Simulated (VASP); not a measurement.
Output of a VASP run:

**OSZICAR**
```
       N       E                     dE             d eps       ncg     rms          rms(c)
DAV:   1     0.448868121692E+03    0.44887E+03   -0.20248E+04  1040   0.164E+03
DAV:   2     0.491142852340E+02   -0.39975E+03   -0.39008E+03  1112   0.394E+02
DAV:   3    -0.746777987968E+01   -0.56582E+02   -0.54709E+02  1340   0.143E+02
DAV:   4    -0.970247100312E+01   -0.22347E+01   -0.22253E+01  1236   0.301E+01
DAV:   5    -0.976759132164E+01   -0.65120E-01   -0.64410E-01  1418   0.525E+00    0.193E+01
DAV:   6    -0.953302468729E+01    0.23457E+00   -0.35369E-01  1416   0.545E+00    0.116E+01
DAV:   7    -0.949337200030E+01    0.39653E-01   -0.43281E-01  1644   0.473E+00    0.856E-01
DAV:   8    -0.948579897999E+01    0.75730E-02   -0.83489E-02  1542   0.281E+00    0.430E-01
DAV:   9    -0.948590550944E+01   -0.10653E-03   -0.43340E-03  1536   0.714E-01    0.508E-02
DAV:  10    -0.948592889740E+01   -0.23388E-04   -0.16355E-04  1310   0.808E-02    0.150E-02
DAV:  11    -0.948593516295E+01   -0.62655E-05   -0.21827E-05  1568   0.466E-02    0.103E-02
DAV:  12    -0.948593441811E+01    0.74485E-06   -0.29185E-06  1110   0.120E-02
   1 F= 0.22852836E+02 E0= 0.22853266E+02  d E =0.228528E+02
```

File OUTCAR:
```
------------------------ aborting loop because EDIFF is reached ----------------------------------------
  FORCE on cell =-STRESS in cart. coord.  units (eV):
  Direction    XX          YY          ZZ          XY          YZ          ZX
  --------------------------------------------------------------------------------------
  Total       32.3408462     32.3408462     32.3408462      0.0000000      0.0000000     -0.0000000
  in kB      450.0288839    450.0288839    450.0288839      0.0000000      0.0000000     -0.0000000
  external PRESSURE =       0.0288839 kB  Pullay stress =     450.0000000 kB
  volume of cell :      115.14
      direct lattice vectors                 reciprocal lattice vectors
     4.864899327  0.000000000  0.000000000     0.205554099  0.000000000  0.000000000
     0.000000000  4.864899327  0.000000000     0.000000000  0.205554099  0.000000000
     0.000000000  0.000000000  4.864899327     0.000000000  0.000000000  0.205554099
 POSITION                                       TOTAL-FORCE (eV/Angst)
 -----------------------------------------------------------------------------------
      0.00000      0.00000      0.00000         0.000000      0.000000      0.000000
      2.43245      2.43245      2.43245         0.000000      0.000000      0.000000
      2.43245      0.00000      2.43245         0.000000      0.000000      0.000000
      0.00000      2.43245      2.43245         0.000000      0.000000      0.000000
      2.43245      2.43245      0.00000         0.000000      0.000000      0.000000
 -----------------------------------------------------------------------------------
    total drift:                                0.000000      0.000000      0.000000
  FREE ENERGIE OF THE ION-ELECTRON SYSTEM (eV)
  ---------------------------------------------------
  free  energy   TOTEN  =        -9.4859344181 eV

  energy  without entropy=       -9.4846456949  energy(sigma->0) =       -9.48550484
  enthalpy is  TOTEN    =        22.8528360660 eV   P V=       32.3387704841

 reached required accuracy - stopping structural energy minimisation
```
(Selected blocks of OUTCAR.)

POSCAR:
```
CsPbBr3
1
    4.8648993275    -0.0000000000     0.0000000000
    0.0000000000     4.8648993275    -0.0000000000
    0.0000000000    -0.0000000000     4.8648993275
Cs Pb Br
1 1 3
Direct
  0.0000000000   0.0000000000   0.0000000000
  0.5000000000   0.5000000000   0.5000000000
  0.5000000000   0.0000000000   0.5000000000
  0.0000000000   0.5000000000   0.5000000000
  0.5000000000   0.5000000000   0.0000000000
```

Q: Write an INCAR and KPOINTS that could have produced this output.

A: This is not unique; one that fits is the input of the run itself, PBEsol GGA, plane waves, VASP's PBE PAW potentials (set 64).

### INCAR
```
NSW  =  40   # most ionic steps
PSTRESS  =  450
ENCUT  =  500   # plane-wave cut-off (eV)
SIGMA  =  0.1
ISIF  =  3
LWAVE  =  .FALSE.
PREC  =  Accurate
SYSTEM  =  CsPbBr3
IBRION  =  2   # conjugate gradients
LMAXMIX  =  4
GGA  =  PS   # PBEsol
LREAL  =  .FALSE.   # projection in real space or not
LCHARG  =  .FALSE.
NELM  =  100   # most electronic steps
EDIFFG  =  -0.02   # ionic stop
ALGO  =  Normal
EDIFF  =  1E-6
LASPH  =  .TRUE.   # aspherical one-centre terms
ISMEAR  =  1
```

### KPOINTS
```
kpoints
0
gamma
  6 6 6
0 0 0
```

POTCAR, in this order: Cs_sv Pb_d Br (PBE.64 set). Program: vasp_std.

The compound is CsPbBr3 in the cubic perovskite structure, the ideal cubic form; the compound distorts at low or room temperature. It was relaxed first under an external pressure of 45 GPa.
